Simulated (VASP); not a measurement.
Consider the following.

```yaml
crystal:
  lattice:
    - [1.66587, -2.88537, 0.00000]
    - [1.66587, 2.88537, 0.00000]
    - [0.00000, 0.00000, 14.18017]
  atoms:
    - { symbol: Mo, position: [0.33333, 0.66667, 0.25000] }
    - { symbol: Mo, position: [0.66667, 0.33333, 0.75000] }
    - { symbol: Se, position: [0.33333, 0.66667, 0.86775] }
    - { symbol: Se, position: [0.66667, 0.33333, 0.36775] }
    - { symbol: Se, position: [0.66667, 0.33333, 0.13225] }
    - { symbol: Se, position: [0.33333, 0.66667, 0.63225] }
```

Method: PW91 GGA, VASP's PBE PAW potentials (set 64) (plane waves; VASP). Run with 520 eV cut-off, 9×9×2 Γ-centred mesh, tetrahedra with Blöchl corrections, potentials Mo_sv Se.

The cores are frozen, which limits the accuracy of field gradients. Without a dispersion term in the relaxation, distances and binding between the weakly bound layers, chains or molecules are unreliable, and so is what depends on them.

**Question.** Give the principal components of the electric field gradient (V/Å²) and the asymmetry η at each nucleus.

**Answer.** 
| atom | Vxx | Vyy | Vzz | η |
|---|---|---|---|---|
| Mo1 | 37.0 | 37.0 | -74.1 | 0.00 |
| Mo2 | 37.0 | 37.0 | -74.1 | 0.00 |
| Se3 | 50.6 | 50.6 | -101.2 | 0.00 |
| Se4 | 50.6 | 50.6 | -101.2 | 0.00 |
| Se5 | 50.6 | 50.6 | -101.2 | 0.00 |
| Se6 | 50.6 | 50.6 | -101.2 | 0.00 |

The compound is MoSe2 in the 2H layered structure. It was relaxed first, which changed the volume by +12 %.
